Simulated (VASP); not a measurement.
# NbTe (P-6m2) in VASP: a series of runs

The runs below take NbTe through relaxation of cell and atoms, single point, with PBE+D3(BJ), PBE, r2SCAN, MS2.

All numbers are computed with VASP 6.6.1; they aren't measurements. Logs are shortened: lines on timing, memory, paths and dates and some standing lists are left out, and cuts for length are marked.

## Step 1: The crystal as given

The structure is hexagonal, space group P-6m2 (No. 187). Conventional cell: a = 3.703 Å, b = 3.703 Å, c = 3.694 Å, α = 90.00°, β = 90.00°, γ = 120.00°. Te (site symmetry -6m2) has 6 Nb at 2.83 Å as nearest neighbours. Around Nb (site symmetry -6m2) lie 6 Te at 2.83 Å.

The cell comes from a database or a generator and needn't be the stable form of this composition.

## Step 2: Relaxation of cell and atoms, PBE+D3(BJ)

Contents of INCAR:

```
ALGO = Normal
EDIFF = 1E-6
EDIFFG = -0.01
ENCUT = 600
GGA = PE
IBRION = 2
ISIF = 3
ISMEAR = -1
IVDW = 12
LASPH = T
LCHARG = F
LREAL = F
LWAVE = F
NELM = 80
NSW = 40
PREC = Accurate
SIGMA = 0.05
```

Contents of KPOINTS:

```
k-points
0
Gamma
  8 8 6
```

Contents of POSCAR:

```
NbTe
1.0
    3.7029743866      0.0000000000      0.0000000000
   -1.8514871933      3.2068698884      0.0000000000
    0.0000000000      0.0000000000      3.6942110000
Te Nb
1 1
Direct
    0.6666666667      0.3333333333      0.0000000000
    0.0000000000      0.0000000000      0.5000000000
```

Potentials or basis: VASP PAW PBE potentials, release 64 (Te, Nb_sv).

On the command line:

```bash
cat potpaw_PBE.64/Te/POTCAR potpaw_PBE.64/Nb_sv/POTCAR > POTCAR
mpirun -np 1 vasp_std > vasp.out
```

OUTCAR:

```text
EDIFF = 1E-6
   EDIFFG = -0.01
   ENCUT = 600
   GGA = PE
   IBRION = 2
   ISIF = 3
   ISMEAR = -1
   IVDW = 12
   LASPH = T
   LREAL = F
   NELM = 80
   NSW = 40
   PREC = Accurate
 IVDW          = 12

 ion  position               nearest neighbor table
   1  0.667  0.333  0.000-   2 2.83   2 2.83   2 2.83   2 2.83   2 2.83   2 2.83
   2  0.000  0.000  0.500-   1 2.83   1 2.83   1 2.83   1 2.83   1 2.83   1 2.83

  LATTYP: Found a hexagonal cell.
 ALAT       =     3.7029743866
 C/A-ratio  =     0.9976334196

  Lattice vectors:

 A1 = (   3.7029743866,   0.0000000000,   0.0000000000)
 A2 = (  -1.8514871933,   3.2068698884,   0.0000000000)
 A3 = (   0.0000000000,   0.0000000000,   3.6942110000)

Analysis of symmetry for initial positions (statically):
=====================================================================
 Subroutine PRICEL returns:
 Original cell was already a primitive cell.

 Routine SETGRP: Setting up the symmetry group for a
 hexagonal supercell.

 Subroutine GETGRP returns: Found 12 space group operations
 (whereof 12 operations were pure point group operations)
 out of a pool of 24 trial point group operations.

The static configuration has the point symmetry D_3h.

Analysis of symmetry for dynamics (positions and initial velocities):
=====================================================================
 Subroutine PRICEL returns:
 Original cell was already a primitive cell.

 Routine SETGRP: Setting up the symmetry group for a
 hexagonal supercell.

 Subroutine GETGRP returns: Found 12 space group operations
 (whereof 12 operations were pure point group operations)
 out of a pool of 24 trial point group operations.

The dynamic configuration has the point symmetry D_3h.

 Subroutine INISYM returns: Found 12 space group operations
 (whereof 12 operations are pure point group operations),
 and found     1 'primitive' translations

----------------------------------------------------------------------------------------

                                     Primitive cell

  volume of cell :      43.8686

  direct lattice vectors                    reciprocal lattice vectors
     3.702974387  0.000000000  0.000000000     0.270053178  0.155915275  0.000000000
    -1.851487193  3.206869888  0.000000000     0.000000000  0.311830550  0.000000000
     0.000000000  0.000000000  3.694211000     0.000000000  0.000000000  0.270693796

  length of vectors
     3.702974387  3.702974387  3.694211000     0.311830550  0.311830550  0.270693796

  position of ions in fractional coordinates (direct lattice)
     0.666666667  0.333333333  0.000000000
     0.000000000  0.000000000  0.500000000

  ion indices of the primitive-cell ions
   primitive index   ion index
                 1           1
                 2           2

----------------------------------------------------------------------------------------

[... 73 lines left out ...]
   IBRION =      2    ionic relax: 0-MD 1-quasi-New 2-CG
   NFREE  =      1    steps in history (QN), initial steepest desc. (CG)
   ISIF   =      3    stress and relaxation
   ISYM   =      2    0-nonsym 1-usesym 2-fastsym
   POTIM  = 0.5000    time-step for ionic-motion
   TEBEG  =    0.0;   TEEND  =   0.0 temperature during run
   PSTRESS=    0.0 pullay stress
   NELECT =      19.0000    total number of electrons
   NUPDOWN=      -1.0000    fix difference up-down
   EMIN   =  10.00;   EMAX   =-10.00  energy-range for DOS
   EFERMI =   0.00;   METHOD = LEGACY
   ISMEAR =    -1;   SIGMA  =   0.05  broadening in eV -4-tet -1-fermi 0-gaus
   EFERMI_NEDOS =   21; number of points for ismear=-14 and -15
   IALGO  =     38    algorithm
   IMIX   =      4    mixing-type and parameters
     AMIX     =   0.40;   BMIX     =  1.00
     AMIX_MAG =   1.60;   BMIX_MAG =  1.00
  volume/ion in A,a.u.               =      21.93       148.02
  Fermi-wavevector in a.u.,A,eV,Ry     =   1.238630  2.340671 20.874103  1.534203
  Thomas-Fermi vector in A             =   2.373147
   LORBIT       =      0    0 simple, 1 ext, 2 COOP (PROOUT), +10 PAW based schemes
   GGA     = PE    functional components
   LHFCALC =     F    Hartree Fock is set to
   AEXX    =    0.0000 exact exchange contribution
   IVDW    =    12    specifies the selected vdW correction
   LEPSILON=     F    determine dielectric tensor
   LRPA    =     F    only Hartree local field effects (RPA)
 conjugate gradient relaxation of ions
 non-spin polarized calculation
  energy-cutoff  :      600.00
  volume of cell :       43.87
 maximum number of plane-waves:      1509
 NGX is ok and might be reduce to    30
   NGX = 15   NGY = 15   NGZ = 15

--------------------------------------- Ionic step        1  -------------------------------------------

 number of electron      19.0000000 magnetization

 Free energy of the ion-electron system (eV)
  ---------------------------------------------------
  ext. energy  EPLUGINS =         0.00000000
  ---------------------------------------------------
  free energy    TOTEN  =       -13.64329333 eV

  energy without entropy =      -13.63615225  energy(sigma->0) =      -13.63972279

------------------------ aborting loop because EDIFF is reached ----------------------------------------

 Edisp (eV)   -1.27075

 E8    (eV) :    -0.5982
[... 271 lines left out ...]
--------------------------------------- Ionic step        8  -------------------------------------------

 number of electron      19.0000000 magnetization

 Free energy of the ion-electron system (eV)
  ---------------------------------------------------
  ext. energy  EPLUGINS =         0.00000000
  ---------------------------------------------------
  free energy    TOTEN  =       -13.61624536 eV

  energy without entropy =      -13.60953782  energy(sigma->0) =      -13.61289159

 E-fermi :  11.7824     XC(G=0): -11.5303

 val. band max:       11.7177667661   @ k =   0.2500  -0.0000   0.0000
 cond. band min:      11.8499703403   @ k =   0.1250  -0.0000   0.0000
 fundamental gap:      0.1322035742
 Fermi energy:        11.7823593096

 k-point     1 :       0.0000    0.0000    0.0000
  band No.  band energies     occupation
      1     -43.7441      2.00000
      2     -19.9791      2.00000
      3     -19.7433      2.00000
      4     -19.7433      2.00000
      5      -2.7946      2.00000
      6       8.5369      2.00000
      7       8.6369      2.00000
      8       8.6369      2.00000
      9       9.2553      2.00000
     10      11.9071      0.15257
     11      11.9071      0.15257
     12      14.4238      0.00000
     13      14.4238      0.00000
[... 354 lines left out ...]
  band No.  band energies     occupation
      1     -43.7293      2.00000
      2     -20.0368      2.00000
      3     -19.8751      2.00000
      4     -19.7666      2.00000
      5      -0.8870      2.00000
      6       5.3522      2.00000
      7       6.3614      2.00000
      8       7.8950      2.00000
      9      10.0033      2.00000
     10      12.3317      0.00003
     11      12.4471      0.00000
     12      14.1011      0.00000
     13      15.1832      0.00000

 [... further k-points ...]

------------------------ aborting loop because EDIFF is reached ----------------------------------------

 Edisp (eV)   -1.33875

 E8    (eV) :    -0.6302
[... 25 lines left out ...]
  FREE ENERGIE OF THE ION-ELECTRON SYSTEM (eV)
  ---------------------------------------------------
  free  energy   TOTEN  =       -14.9549946251 eV

  energy  without entropy=      -14.9482870853  energy(sigma->0) =      -14.95164086

 reached required accuracy - stopping structural energy minimisation
```

It took 86 s on 1 thread of Intel Xeon Platinum 8559C (Emerald Rapids), shared host; peak memory 0.21 GiB.

Results:

```yaml
Free_energy: -14.9550 eV
Relaxed_volume: 20.85 Å³/atom
Relaxed_cell: a = 3.616 Å, b = 3.616 Å, c = 3.682 Å, α = 90.00°, β = 90.00°, γ = 120.00°
Space_group_after_relaxing_to_0.05_Å: P-6m2 (No. 187)
Energy_gained_by_relaxing: 20.5 meV/atom
Ionic_steps: 8
Pressure_after_relaxing: 0.1 GPa
Band_gap_on_the_k_mesh: none (metal or under the smearing width)
Dispersion_energy_per_atom: -0.669 eV
```

The path:
```tsv
step	energy change (eV)	largest force (eV/Å)	pressure (GPa)	volume (Å³)
1	0.0000	0.0000	-5.65	43.87
2	0.0445	0.0000	10.51	39.14
3	-0.0376	0.0000	-0.04	41.87
4	-0.0376	0.0000	0.08	41.83
5	-0.0406	0.0000	0.07	41.74
6	-0.0409	0.0000	0.07	41.70
7	-0.0410	0.0000	0.06	41.70
8	-0.0410	0.0000	0.06	41.69
```

Final structure:
```yaml
crystal:
  lattice:
    - [3.61614, 0.00000, 0.00000]
    - [-1.80807, 3.13167, 0.00000]
    - [0.00000, 0.00000, 3.68157]
  atoms:
    - { symbol: Te, position: [0.66667, 0.33333, 0.00000] }
    - { symbol: Nb, position: [0.00000, 0.00000, 0.50000] }
```

Levels at points of the mesh, in eV from the Fermi level:
```tsv
k point	band 7	band 8	band 9	band 10	band 11	band 12	band 13
(0.00, 0.00, 0.00)	-3.15	-3.15	-2.53	0.12	0.12	2.64	2.64
(0.50, 0.00, 0.00)	-4.12	-2.84	-2.53	-0.24	1.39	1.74	3.12
(0.00, 0.00, 0.50)	-2.58	-2.58	-1.02	-1.02	0.51	1.81	1.81
(0.50, 0.00, 0.50)	-6.11	-4.36	-1.49	1.22	1.33	1.99	3.08
```

Caveat: pairwise dispersion overbinds metals, which lowers pressure and volume. The run has no spin-orbit coupling, so splittings on Te are missing.

## Step 3: Single point, PBE

Contents of INCAR:

```
SYSTEM = NbTe
PREC = Accurate
ENCUT = 400
EDIFF = 1E-7
ISMEAR = 0
SIGMA = 0.02
LREAL = .FALSE.
LASPH = .TRUE.
NELM = 60
ALGO = Fast
ISIF = 2
LWAVE = .FALSE.
LCHARG = .FALSE.
GGA = PE
```

Contents of KPOINTS:

```
regular mesh
0
G
  4 4 4
  0 0 0
```

POSCAR is that of step 2.

Potentials or basis: VASP PAW PBE potentials, release 64 (Te_GW, Nb_sv_GW).

On the command line:

```bash
cat potpaw_PBE.64/Te_GW/POTCAR potpaw_PBE.64/Nb_sv_GW/POTCAR > POTCAR
mpirun -np 1 vasp_std > vasp.out
```

OUTCAR:

```text
SYSTEM = NbTe
   PREC = Accurate
   ENCUT = 400
   EDIFF = 1E-7
   ISMEAR = 0
   LREAL = .FALSE.
   LASPH = .TRUE.
   NELM = 60
   ISIF = 2
   GGA = PE

 ion  position               nearest neighbor table
   1  0.667  0.333  0.000-   2 2.83   2 2.83   2 2.83   2 2.83   2 2.83   2 2.83
   2  0.000  0.000  0.500-   1 2.83   1 2.83   1 2.83   1 2.83   1 2.83   1 2.83

  LATTYP: Found a hexagonal cell.
 ALAT       =     3.7029743866
 C/A-ratio  =     0.9976334196

  Lattice vectors:

 A1 = (   3.7029743866,   0.0000000000,   0.0000000000)
 A2 = (  -1.8514871933,   3.2068698884,   0.0000000000)
 A3 = (   0.0000000000,   0.0000000000,   3.6942110000)

Analysis of symmetry for initial positions (statically):
=====================================================================
 Subroutine PRICEL returns:
 Original cell was already a primitive cell.

 Routine SETGRP: Setting up the symmetry group for a
 hexagonal supercell.

 Subroutine GETGRP returns: Found 12 space group operations
 (whereof 12 operations were pure point group operations)
 out of a pool of 24 trial point group operations.

The static configuration has the point symmetry D_3h.

Analysis of symmetry for dynamics (positions and initial velocities):
=====================================================================
 Subroutine PRICEL returns:
 Original cell was already a primitive cell.

 Routine SETGRP: Setting up the symmetry group for a
 hexagonal supercell.

 Subroutine GETGRP returns: Found 12 space group operations
 (whereof 12 operations were pure point group operations)
 out of a pool of 24 trial point group operations.

The dynamic configuration has the point symmetry D_3h.

 Subroutine INISYM returns: Found 12 space group operations
 (whereof 12 operations are pure point group operations),
 and found     1 'primitive' translations

----------------------------------------------------------------------------------------

                                     Primitive cell

  volume of cell :      43.8686

[... 105 lines left out ...]
   LRPA    =     F    only Hartree local field effects (RPA)
 non-spin polarized calculation
 RMM-DIIS sequential band-by-band and
 Gauss-broadening in eV      SIGMA  =   0.02
  energy-cutoff  :      400.00
  volume of cell :       43.87
 maximum number of plane-waves:       808
   NGX = 13   NGY = 13   NGZ = 13

 number of electron      18.9999996 magnetization

 Free energy of the ion-electron system (eV)
  ---------------------------------------------------
  ext. energy  EPLUGINS =         0.00000000
  ---------------------------------------------------
  free energy    TOTEN  =       -14.89725069 eV

  energy without entropy =      -14.89665296  energy(sigma->0) =      -14.89695183

 E-fermi :  10.7640     XC(G=0): -11.2770

 val. band max:       10.7415354388   @ k =   0.2500  -0.0000   0.5000
 cond. band min:      10.7865066488   @ k =   0.2500  -0.0000   0.0000
 fundamental gap:      0.0449712100
 Fermi energy:        10.7640210438

 k-point     1 :       0.0000    0.0000    0.0000
  band No.  band energies     occupation
      1     -44.7182      2.00000
      2     -20.9775      2.00000
      3     -20.7220      2.00000
      4     -20.7220      2.00000
      5      -3.4337      2.00000
      6       7.6834      2.00000
      7       7.6834      2.00000
      8       7.8267      2.00000
      9       8.4816      2.00000
     10      10.9558      0.00000
     11      10.9558      0.00000
     12      13.2713      0.00000
     13      13.6816      0.00000
[... 162 lines left out ...]
  band No.  band energies     occupation
      1     -44.7048      2.00000
      2     -21.0531      2.00000
      3     -20.8113      2.00000
      4     -20.7614      2.00000
      5      -1.4046      2.00000
      6       4.9063      2.00000
      7       4.9386      2.00000
      8       6.4897      2.00000
      9       9.3600      2.00000
     10      12.0052      0.00000
     11      12.3336      0.00000
     12      12.3894      0.00000
     13      14.0190      0.00000

------------------------ aborting loop because EDIFF is reached ----------------------------------------

  FORCE on cell =-STRESS in cart. coord.  units (eV):
  Direction    XX          YY          ZZ          XY          YZ          ZX
  --------------------------------------------------------------------------------------
  -------------------------------------------------------------------------------------
  Total        0.0273724      0.0273724     -0.8627193      0.0000000      0.0000000      0.0000000
  in kB        0.9997015      0.9997015    -31.5083999      0.0000000      0.0000000      0.0000000
  external PRESSURE =      -9.8363323 kB  Pullay stress =       0.0000000 kB

 VOLUME and BASIS-vectors are now :
 -----------------------------------------------------------------------------
  energy-cutoff  :      400.00
  volume of cell :       43.87
      direct lattice vectors                 reciprocal lattice vectors
     3.702974387  0.000000000  0.000000000     0.270053178  0.155915275  0.000000000
    -1.851487193  3.206869888  0.000000000     0.000000000  0.311830550  0.000000000
     0.000000000  0.000000000  3.694211000     0.000000000  0.000000000  0.270693796

 POSITION                                       TOTAL-FORCE (eV/Angst)
 -----------------------------------------------------------------------------------
      1.85149      1.06896      0.00000         0.000000      0.000000      0.000000
      0.00000      0.00000      1.84711        -0.000000      0.000000      0.000000
 -----------------------------------------------------------------------------------
    total drift:                               -0.000000      0.000000     -0.000000

  FREE ENERGIE OF THE ION-ELECTRON SYSTEM (eV)
  ---------------------------------------------------
  free  energy   TOTEN  =       -14.8972506925 eV

  energy  without entropy=      -14.8966529619  energy(sigma->0) =      -14.89695183
```

OSZICAR:

```text
N       E                     dE             d eps       ncg     rms          rms(c)
DAV:   1     0.141936186935E+03    0.14194E+03   -0.85184E+03   312   0.110E+03
DAV:   2    -0.418701066155E+01   -0.14612E+03   -0.14348E+03   470   0.430E+02
DAV:   3    -0.158585617233E+02   -0.11672E+02   -0.11523E+02   440   0.103E+02
[... 18 lines left out ...]
RMM:  22    -0.148972499310E+02   -0.46926E-06   -0.50769E-06   358   0.901E-03    0.875E-04
RMM:  23    -0.148972503397E+02   -0.40877E-06   -0.39038E-06   335   0.756E-03    0.921E-03
RMM:  24    -0.148972505001E+02   -0.16038E-06   -0.19039E-06   299   0.502E-03    0.485E-03
RMM:  25    -0.148972506217E+02   -0.12158E-06   -0.12986E-06   282   0.370E-03    0.416E-03
RMM:  26    -0.148972506925E+02   -0.70765E-07   -0.73683E-07   261   0.281E-03
   1 F= -.14897251E+02 E0= -.14896952E+02  d E =-.597731E-03
```

stdout:

```text
POSCAR found type information on POSCAR TeNb
 POSCAR found :  2 types and       2 ions
 scaLAPACK will be used
 LDA part: xc-table for (Slater+PW92), standard interpolation
 POSCAR, INCAR and KPOINTS ok, starting setup
 FFT: planning ... GRIDC
 FFT: planning ... GRID_SOFT
 FFT: planning ... GRID
 WAVECAR not read
 entering main loop
```

Run time: 20 s. Hardware: 1 thread of AMD EPYC 7R43 (Zen 3), shared host; peak memory 0.11 GiB.

Results:

```
Free energy            : -14.8973 eV
Pressure               : -1.0 GPa
Band gap on the k mesh : none (metal or under the smearing width)
```

Caveat: the k mesh is coarse (spacing up to 0.49 Å⁻¹), so the values aren't converged. Spin-orbit coupling is left out, which matters for the levels of Te.

(Part 1 of 2 ends here.)
